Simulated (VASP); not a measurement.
# ZnPt3 (Pm-3m) in VASP: single point with LDA

Aim: the single point of ZnPt3 with LDA.

Program: VASP 6.6.1. These are calculated values, not measurements. Logs are shortened: lines on timing, memory, paths and dates and some standing lists are left out, and cuts for length are marked.

## Step 1: Starting point

Symmetry: Pm-3m, No. 221, cubic system. The conventional cell has a = 3.893 Å, b = 3.893 Å, c = 3.893 Å, α = 90.00°, β = 90.00°, γ = 90.00°. Around Zn (site symmetry m-3m) lie 12 Pt at 2.75 Å. Around Pt (site symmetry 4/mmm) lie 4 Zn at 2.75 Å and 8 Pt at 2.75 Å.

## Step 2: Single point, LDA

Input file INCAR:

```
ALGO = Normal ; EDIFF = 1E-7
ENCUT = 520 ; GGA = CA
ISIF = 2 ; ISMEAR = 1
LASPH = T ; LCHARG = T
LELF = T ; LREAL = F
LVHAR = T ; LWAVE = F
NBANDS = 29 ; NELM = 100
PREC = Accurate ; SIGMA = 0.1
```

Input file KPOINTS:

```
k-points
0
Gamma
  6 6 6
```

Input file POSCAR:

```
ZnPt3
1.0
    3.8930000000      0.0000000000      0.0000000000
    0.0000000000      3.8930000000      0.0000000000
    0.0000000000      0.0000000000      3.8930000000
Zn Pt
1 3
Direct
    0.0000000000      0.0000000000      0.0000000000
    0.0000000000      0.5000000000      0.5000000000
    0.5000000000      0.0000000000      0.5000000000
    0.5000000000      0.5000000000      0.0000000000
```

Potentials or basis: VASP PAW LDA potentials, release 64 (Zn, Pt).

Launch:

```sh
cat potpaw_LDA.64/Zn/POTCAR potpaw_LDA.64/Pt/POTCAR > POTCAR
mpirun -np 1 vasp_std > vasp.out
```

OUTCAR:

```text
EDIFF = 1E-7
   ENCUT = 520
   GGA = CA
   ISIF = 2
   ISMEAR = 1
   LASPH = T
   LREAL = F
   NELM = 100
   PREC = Accurate

 ion  position               nearest neighbor table
   1  0.000  0.000  0.000-   2 2.75   3 2.75   4 2.75   2 2.75   3 2.75   2 2.75   4 2.75   2 2.75
                             3 2.75   4 2.75   3 2.75   4 2.75
   2  0.000  0.500  0.500-   1 2.75   3 2.75   4 2.75   1 2.75   4 2.75   1 2.75   3 2.75   1 2.75
                             3 2.75   4 2.75   4 2.75   3 2.75
   3  0.500  0.000  0.500-   1 2.75   2 2.75   4 2.75   1 2.75   4 2.75   2 2.75   4 2.75   4 2.75
                             1 2.75   2 2.75   1 2.75   2 2.75
   4  0.500  0.500  0.000-   1 2.75   2 2.75   3 2.75   2 2.75   3 2.75   1 2.75   3 2.75   3 2.75
                             1 2.75   2 2.75   2 2.75   1 2.75

  LATTYP: Found a simple cubic cell.
 ALAT       =     3.8930000000

  Lattice vectors:

 A1 = (   3.8930000000,   0.0000000000,   0.0000000000)
 A2 = (   0.0000000000,   3.8930000000,   0.0000000000)
 A3 = (   0.0000000000,   0.0000000000,   3.8930000000)

Analysis of symmetry for initial positions (statically):
=====================================================================
 Subroutine PRICEL returns:
 Original cell was already a primitive cell.

 Routine SETGRP: Setting up the symmetry group for a
 simple cubic supercell.

 Subroutine GETGRP returns: Found 48 space group operations
 (whereof 48 operations were pure point group operations)
 out of a pool of 48 trial point group operations.

The static configuration has the point symmetry O_h .

Analysis of symmetry for dynamics (positions and initial velocities):
=====================================================================
 Subroutine PRICEL returns:
 Original cell was already a primitive cell.

 Routine SETGRP: Setting up the symmetry group for a
 simple cubic supercell.

 Subroutine GETGRP returns: Found 48 space group operations
 (whereof 48 operations were pure point group operations)
 out of a pool of 48 trial point group operations.

The dynamic configuration has the point symmetry O_h .

 Subroutine INISYM returns: Found 48 space group operations
 (whereof 48 operations are pure point group operations),
 and found     1 'primitive' translations

----------------------------------------------------------------------------------------

[... 91 lines left out ...]
   EDIFF  = 0.1E-06   stopping-criterion for ELM
   LREAL  =      F    real-space projection
   EDIFFG = 0.1E-05   stopping-criterion for IOM
   NSW    =      0    number of steps for IOM
   IBRION =     -1    ionic relax: 0-MD 1-quasi-New 2-CG
   NFREE  =      0    steps in history (QN), initial steepest desc. (CG)
   ISIF   =      2    stress and relaxation
   ISYM   =      2    0-nonsym 1-usesym 2-fastsym
   POTIM  = 0.5000    time-step for ionic-motion
   TEBEG  =    0.0;   TEEND  =   0.0 temperature during run
   PSTRESS=    0.0 pullay stress
   NELECT =      42.0000    total number of electrons
   NUPDOWN=      -1.0000    fix difference up-down
   EMIN   =  10.00;   EMAX   =-10.00  energy-range for DOS
   EFERMI =   0.00;   METHOD = LEGACY
   ISMEAR =     1;   SIGMA  =   0.10  broadening in eV -4-tet -1-fermi 0-gaus
   EFERMI_NEDOS =   21; number of points for ismear=-14 and -15
   IALGO  =     38    algorithm
   IMIX   =      4    mixing-type and parameters
     AMIX     =   0.40;   BMIX     =  1.00
     AMIX_MAG =   1.60;   BMIX_MAG =  1.00
  volume/ion in A,a.u.               =      14.75        99.54
  Fermi-wavevector in a.u.,A,eV,Ry     =   1.461751  2.762310 29.071803  2.136717
  Thomas-Fermi vector in A             =   2.578046
   LORBIT       =      0    0 simple, 1 ext, 2 COOP (PROOUT), +10 PAW based schemes
   GGA     = CA    functional components
   LHFCALC =     F    Hartree Fock is set to
   AEXX    =    0.0000 exact exchange contribution
   IVDW    =     0    specifies the selected vdW correction
   LEPSILON=     F    determine dielectric tensor
   LRPA    =     F    only Hartree local field effects (RPA)
 non-spin polarized calculation
 Methfessel and Paxton  Order N= 1 SIGMA  =   0.10
  energy-cutoff  :      520.00
  volume of cell :       59.00
 maximum number of plane-waves:      1622
 NGX is ok and might be reduce to    30
   NGX = 15   NGY = 15   NGZ = 15

 number of electron      41.9999963 magnetization

 Free energy of the ion-electron system (eV)
  ---------------------------------------------------
  ext. energy  EPLUGINS =         0.00000000
  ---------------------------------------------------
  free energy    TOTEN  =       -25.61382336 eV

  energy without entropy =      -25.60722792  energy(sigma->0) =      -25.61162488

 E-fermi :   9.0615     XC(G=0): -13.3970

 val. band max:        9.0593484504   @ k =   0.3333   0.1667   0.1667
 cond. band min:       9.0622738428   @ k =   0.5000   0.1667   0.1667
 fundamental gap:      0.0029253924
 Fermi energy:         9.0615025623

 k-point     1 :       0.0000    0.0000    0.0000
  band No.  band energies     occupation
      1      -1.0928      2.00000
      2       1.5769      2.00000
      3       1.5769      2.00000
      4       1.8039      2.00000
      5       1.8039      2.00000
      6       1.8039      2.00000
[... 629 lines left out ...]
     28      14.1281      0.00000
     29      24.1532      0.00000

------------------------ aborting loop because EDIFF is reached ----------------------------------------

  FORCE on cell =-STRESS in cart. coord.  units (eV):
  Direction    XX          YY          ZZ          XY          YZ          ZX
  --------------------------------------------------------------------------------------
  -------------------------------------------------------------------------------------
  Total       -2.9209091     -2.9209091     -2.9209091     -0.0000000     -0.0000000     -0.0000000
  in kB      -79.3186680    -79.3186680    -79.3186680     -0.0000000     -0.0000000     -0.0000000
  external PRESSURE =     -79.3186680 kB  Pullay stress =       0.0000000 kB

 VOLUME and BASIS-vectors are now :
 -----------------------------------------------------------------------------
  energy-cutoff  :      520.00
  volume of cell :       59.00
      direct lattice vectors                 reciprocal lattice vectors
     3.893000000  0.000000000  0.000000000     0.256871307  0.000000000  0.000000000
     0.000000000  3.893000000  0.000000000     0.000000000  0.256871307  0.000000000
     0.000000000  0.000000000  3.893000000     0.000000000  0.000000000  0.256871307

 POSITION                                       TOTAL-FORCE (eV/Angst)
 -----------------------------------------------------------------------------------
      0.00000      0.00000      0.00000         0.000000      0.000000      0.000000
      0.00000      1.94650      1.94650         0.000000      0.000000      0.000000
      1.94650      0.00000      1.94650         0.000000      0.000000      0.000000
      1.94650      1.94650      0.00000         0.000000      0.000000      0.000000
 -----------------------------------------------------------------------------------
    total drift:                                0.000000      0.000000     -0.000000

  FREE ENERGIE OF THE ION-ELECTRON SYSTEM (eV)
  ---------------------------------------------------
  free  energy   TOTEN  =       -25.6138233589 eV

  energy  without entropy=      -25.6072279218  energy(sigma->0) =      -25.61162488
```

OSZICAR:

```text
N       E                     dE             d eps       ncg     rms          rms(c)
DAV:   1     0.316822704120E+03    0.31682E+03   -0.21033E+04  1168   0.175E+03
DAV:   2    -0.493931278078E+01   -0.32176E+03   -0.30456E+03  1201   0.392E+02
DAV:   3    -0.266621685296E+02   -0.21723E+02   -0.21106E+02  1295   0.990E+01
DAV:   4    -0.270469755853E+02   -0.38481E+00   -0.38416E+00  1295   0.131E+01
DAV:   5    -0.270528129348E+02   -0.58373E-02   -0.58367E-02  1285   0.167E+00    0.200E+01
DAV:   6    -0.257679767323E+02    0.12848E+01   -0.30040E+00  1290   0.142E+01    0.102E+01
DAV:   7    -0.256346699360E+02    0.13331E+00   -0.15628E-01  1535   0.108E+01    0.443E+00
DAV:   8    -0.256155464923E+02    0.19123E-01   -0.90897E-02  1465   0.383E+00    0.548E-01
DAV:   9    -0.256140079113E+02    0.15386E-02   -0.48699E-03  1624   0.140E+00    0.135E-01
DAV:  10    -0.256138279970E+02    0.17991E-03   -0.10218E-03  1416   0.311E-01    0.765E-02
DAV:  11    -0.256138233347E+02    0.46623E-05   -0.45101E-05  1464   0.925E-02    0.146E-02
DAV:  12    -0.256138233546E+02   -0.19903E-07   -0.40946E-06  1361   0.187E-02    0.486E-03
DAV:  13    -0.256138233589E+02   -0.42592E-08   -0.35863E-07  1060   0.941E-03
   1 F= -.25613823E+02 E0= -.25611625E+02  d E =-.659544E-02
```

Run time: 30 s. Hardware: 1 thread of Intel Xeon Platinum 8488C (Sapphire Rapids), shared host; peak memory 0.17 GiB.

Results:

- Free energy: -25.6138 eV
- Pressure: -7.9 GPa
- Band gap on the k mesh: none (metal or under the smearing width)

Levels at points of the mesh, in eV from the Fermi level:
```tsv
k point	band 17	band 18	band 19	band 20	band 21	band 22	band 23	band 24	band 25	band 26
(0.00, 0.00, 0.00)	-0.68	0.31	0.74	0.74	0.74	1.17	1.17	1.17	6.80	8.15
(0.50, 0.00, 0.00)	-2.24	-1.94	-1.94	-1.71	-0.58	0.74	5.03	6.97	6.97	7.06
(0.50, 0.50, 0.00)	-2.37	-2.36	-1.59	-1.32	-1.31	0.10	1.99	1.99	8.08	10.24
(0.50, 0.50, 0.50)	-1.25	-1.13	-1.13	-1.13	-0.25	0.30	0.30	0.30	4.30	5.07
```

The run has no spin-orbit coupling, so splittings on Pt are missing.
